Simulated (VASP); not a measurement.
Output of a VASP run:

### OUTCAR
```
 ion  position               nearest neighbor table
   1  0.000  0.000  0.000-   2 2.95   3 2.95   3 2.95   2 2.95   3 2.95   2 2.95
   2  0.333  0.667  0.221-   1 2.95   1 2.95   1 2.95
   3  0.667  0.333  0.779-   1 2.95   1 2.95   1 2.95
  LATTYP: Found a hexagonal cell.
 ALAT       =     4.2082133611
 C/A-ratio  =     1.7987034508
 Subroutine PRICEL returns:
 Original cell was already a primitive cell.
 Subroutine GETGRP returns: Found 12 space group operations
The static configuration has the point symmetry D_3d.
The dynamic configuration has the point symmetry D_3d.
 Subroutine INISYM returns: Found 12 space group operations
 Subroutine IBZKPT returns following result:
 Found      8 irreducible k-points:

 Following reciprocal coordinates:
            Coordinates               Weight
  0.000000  0.000000  0.000000      1.000000
  0.250000  0.000000  0.000000      6.000000
  0.500000  0.000000  0.000000      3.000000
  0.250000  0.250000  0.000000      6.000000
  0.000000  0.000000  0.500000      1.000000
  0.250000  0.000000  0.500000      6.000000
  0.500000  0.000000  0.500000      3.000000
  0.250000  0.250000  0.500000      6.000000
   k-points           NKPTS =      8   k-points in BZ     NKDIM =      8   number of bands    NBANDS=     12
   number of dos      NEDOS =    301   number of ions     NIONS =      3
   total plane-waves  NPLWV =  57344
   dimension x,y,z NGX =    32 NGY =   32 NGZ =   56
   dimension x,y,z NGXF=    64 NGYF=   64 NGZF=  112
   ions per type =               1   2
   PREC   = accura    normal or accurate (medium, high low for compatibility)
   ISTART =      0    job   : 0-new  1-cont  2-samecut
   ICHARG =      2    charge: 1-file 2-atom 10-const
   ISPIN  =      1    spin polarized calculation?
   LNONCOLLINEAR =      F non collinear calculations
   LSORBIT =      F    spin-orbit coupling
   INIWAV =      1    electr: 0-lowe 1-rand  2-diag
   ENCUT  =  520.0 eV  38.22 Ry    6.18 a.u.   7.82  7.82 14.07*2*pi/ulx,y,z
   NELM   =    100;   NELMIN=  2; NELMDL= -5     # of ELM steps
   EDIFF  = 0.1E-05   stopping-criterion for ELM
   LREAL  =      F    real-space projection
   NLSPLINE    = F    spline interpolate recip. space projectors
   LMAXMIX     =    4 max onsite mixed and CHGCAR
   VOSKOWN=      0    Vosko Wilk Nusair interpolation
   EDIFFG = 0.1E-04   stopping-criterion for IOM
   NSW    =      0    number of steps for IOM
   NBLOCK =      1;   KBLOCK =      1    inner block; outer block
   IBRION =     -1    ionic relax: 0-MD 1-quasi-New 2-CG
   NFREE  =      0    steps in history (QN), initial steepest desc. (CG)
   ISIF   =      2    stress and relaxation
   ISYM   =      2    0-nonsym 1-usesym 2-fastsym
   TEIN   =    0.0    initial temperature
   TEBEG  =    0.0;   TEEND  =   0.0 temperature during run
   SMASS  =  -3.00    Nose mass-parameter (am)
   PSTRESS=    0.0 pullay stress
   NELECT =      16.0000    total number of electrons
   EFERMI =   0.00;   METHOD = LEGACY
   ISMEAR =     0;   SIGMA  =   0.05  broadening in eV -4-tet -1-fermi 0-gaus
   IALGO  =     38    algorithm
   LDIAG  =      T    sub-space diagonalisation (order eigenvalues)
   IMIX   =      4    mixing-type and parameters
     AMIX     =   0.40;   BMIX     =  1.00
     AMIX_MAG =   1.60;   BMIX_MAG =  1.00
     AMIN     =   0.10
   GGA     = PE    functional components
   VOSKOWN =     0    Vosko Wilk Nusair interpolation
   LHFCALC =     F    Hartree Fock is set to
   LHFONE  =     F    Hartree Fock one center treatment
   AEXX    =    0.0000 exact exchange contribution
   IVDW    =     0    specifies the selected vdW correction
   LEPSILON=     F    determine dielectric tensor
   LRPA    =     F    only Hartree local field effects (RPA)
  energy-cutoff  :      520.00
  volume of cell :      116.09
      direct lattice vectors                 reciprocal lattice vectors
     2.104106872 -3.644419565  0.000000000     0.237630515 -0.137196059  0.000000000
     2.104106872  3.644419565  0.000000000     0.237630515  0.137196059  0.000000000
     0.000000000  0.000000000  7.569327894     0.000000000  0.000000000  0.132112126
...
```

File OSZICAR:
```
       N       E                     dE             d eps       ncg     rms          rms(c)
DAV:   1     0.896645059749E+02    0.89665E+02   -0.58123E+03   192   0.104E+03
DAV:   2    -0.676215490668E+00   -0.90341E+02   -0.84224E+02   292   0.147E+02
DAV:   3    -0.774058023024E+01   -0.70644E+01   -0.70334E+01   240   0.518E+01
DAV:   4    -0.788826843046E+01   -0.14769E+00   -0.14767E+00   248   0.924E+00
DAV:   5    -0.789092009750E+01   -0.26517E-02   -0.26515E-02   256   0.132E+00    0.374E+00
DAV:   6    -0.774657485883E+01    0.14435E+00   -0.16907E-01   204   0.225E+00    0.260E+00
DAV:   7    -0.771885618472E+01    0.27719E-01   -0.15631E-01   220   0.220E+00    0.778E-01
DAV:   8    -0.771702478060E+01    0.18314E-02   -0.10809E-02   224   0.636E-01    0.239E-01
DAV:   9    -0.771717310378E+01   -0.14832E-03   -0.10578E-03   232   0.236E-01    0.856E-02
DAV:  10    -0.771716348240E+01    0.96214E-05   -0.28269E-05   236   0.450E-02    0.448E-02
DAV:  11    -0.771716818930E+01   -0.47069E-05   -0.14629E-05   224   0.301E-02    0.190E-02
DAV:  12    -0.771716893081E+01   -0.74151E-06   -0.87412E-07   176   0.677E-03
   1 F= -.77171689E+01 E0= -.77171689E+01  d E =-.516060E-13
```

**OUTCAR**
```
------------------------ aborting loop because EDIFF is reached ----------------------------------------
  FORCE on cell =-STRESS in cart. coord.  units (eV):
  Direction    XX          YY          ZZ          XY          YZ          ZX
  --------------------------------------------------------------------------------------
  Total        0.0932292      0.0932292      0.0233326      0.0000000      0.0000000      0.0000000
  in kB        1.2867055      1.2867052      0.3220256      0.0000000      0.0000000      0.0000000
  external PRESSURE =       0.9651454 kB  Pullay stress =       0.0000000 kB
  volume of cell :      116.09
      direct lattice vectors                 reciprocal lattice vectors
     2.104106872 -3.644419565  0.000000000     0.237630515 -0.137196059  0.000000000
     2.104106872  3.644419565  0.000000000     0.237630515  0.137196059  0.000000000
     0.000000000  0.000000000  7.569327894     0.000000000  0.000000000  0.132112126
 POSITION                                       TOTAL-FORCE (eV/Angst)
 -----------------------------------------------------------------------------------
      0.00000      0.00000      0.00000         0.000000      0.000000      0.000000
      2.10411      1.21481      1.67028         0.000000      0.000000     -0.013214
      2.10411     -1.21481      5.89905        -0.000000     -0.000000      0.013214
 -----------------------------------------------------------------------------------
    total drift:                                0.000000     -0.000000      0.000000
  FREE ENERGIE OF THE ION-ELECTRON SYSTEM (eV)
  ---------------------------------------------------
  free  energy   TOTEN  =        -7.7171689308 eV

  energy  without entropy=       -7.7171689308  energy(sigma->0) =       -7.71716893
```
(Selected blocks of OUTCAR.)

**POSCAR**
```
MgI2
1
    2.1041068723    -3.6444195646     0.0000000000
    2.1041068723     3.6444195646     0.0000000000
    0.0000000000     0.0000000000     7.5693278944
Mg I
1 2
Direct
  0.0000000000   0.0000000000   0.0000000000
  0.3333330000   0.6666670000   0.2206639329
  0.6666670000   0.3333330000   0.7793360671
```

Q: Reconstruct the remaining input files.

A: One answer among several that fit: the input of the run itself, PBE GGA, plane waves, VASP's PBE PAW potentials (set 64).

File KPOINTS:
```
Automatic mesh
0
Gamma
4 4 2
0 0 0
```

**INCAR**
```
# general
SYSTEM   =  MgI2
PREC     =  Accurate
ENCUT    =  520
LREAL    =  .False.
LASPH    =  .True.   # aspherical one-centre terms

# electronic loop
EDIFF    =  1E-6   # SCF stop (eV)
NELM     =  100   # most electronic steps
ALGO     =  Normal   # blocked Davidson
LMAXMIX  =  4   # l cut-off of mixed one-centre charges

# smearing
ISMEAR   =  0
SIGMA    =  0.05

# functional
GGA      =  PE   # PBE

# output
LWAVE    =  .True.
LCHARG   =  .False.
```

POTCAR, in this order: Mg I (PBE.64 set). Program: vasp_std.

Without a dispersion term in the relaxation, distances and binding between the weakly bound layers, chains or molecules are unreliable, and so is what depends on them.

The compound is MgI2 in the 1T layered structure. It was relaxed first, which changed the volume by +13 %. The k-mesh is coarse (spacing up to 0.43 per Å, 2π included), so the numbers may not be converged in it.
